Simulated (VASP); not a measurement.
Energy against volume of V (bcc). Level of theory: PBEsol GGA, VASP's PBE PAW potentials (set 64) (plane waves; VASP 6.6.1). Settings: 520 eV cut-off, 17×17×17 Γ-centred mesh, first-order Methfessel-Paxton smearing of 0.10 eV, potentials V_sv.

| V (Å³/atom) | E (eV/atom) |
|---|---|
| 12.181 | -9.59929 |
| 12.570 | -9.62359 |
| 12.959 | -9.63138 |
| 13.348 | -9.62506 |

### Question
Fit these four points and predict the energy of the run at 13.736 Å³/atom.

### Answer
A cubic in V^(−2/3), the third-order Birch-Murnaghan form, passes through the four points with V0 = 12.97 Å³/atom and B0 = 193 GPa, and gives -9.6067 eV/atom there. The run gave -9.6065 eV/atom, +0.2 meV/atom from the fit; all five points give B0 = 194 GPa.

The compound is V in the bcc structure. It was relaxed first, which changed the volume by -7 %. The run is not spin-polarised, so no magnetic state was tried.
